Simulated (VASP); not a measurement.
Input of a VASP 6.6.1 run:

Contents of INCAR:

```
  PREC = Accurate
  ENCUT = 520
  EDIFF = 1E-7
  ISMEAR = 0
  SIGMA = 0.1
  LREAL = F
  LASPH = T
  NELM = 120
  ALGO = Normal
  ISIF = 3
  LWAVE = F
  LCHARG = F
  ISPIN = 2
  MAGMOM = 0.8
  LORBIT = 11
  LMAXMIX = 4
  GGA = PE
  IBRION = 2
  NSW = 80
  EDIFFG = -0.15
```

Contents of KPOINTS:

```
regular mesh
0
Gamma
  20 20 20
```

Contents of POSCAR:

```
Ni                                      
1.0
    0.0000000000      1.7619350000      1.7619350000
    1.7619350000      0.0000000000      1.7619350000
    1.7619350000      1.7619350000      0.0000000000
  Ni            
     1
Direct
     0.0000000000000000    0.0000000000000000    0.0000000000000000
```

Potentials or basis: VASP PAW PBE potentials, release 64 (Ni).

Launch:

```bash
$ cat potpaw_PBE.64/Ni/POTCAR > POTCAR
$ mpirun -np 1 vasp_std > vasp.out
```

Predict the net moment.

0.63 μB per cell.

Estimate the band gap on the k mesh.

none (metal or under the smearing width).

Estimate the site moments.

Ni +0.64 μB.

Final structure:
```
CELL_PARAMETERS angstrom
0.00000 1.76194 1.76194
1.76194 0.00000 1.76194
1.76194 1.76194 0.00000
ATOMIC_POSITIONS crystal
Ni 0.00000 0.00000 0.00000
```

Caveat: the relaxation stopped at its first step, so nothing moved.
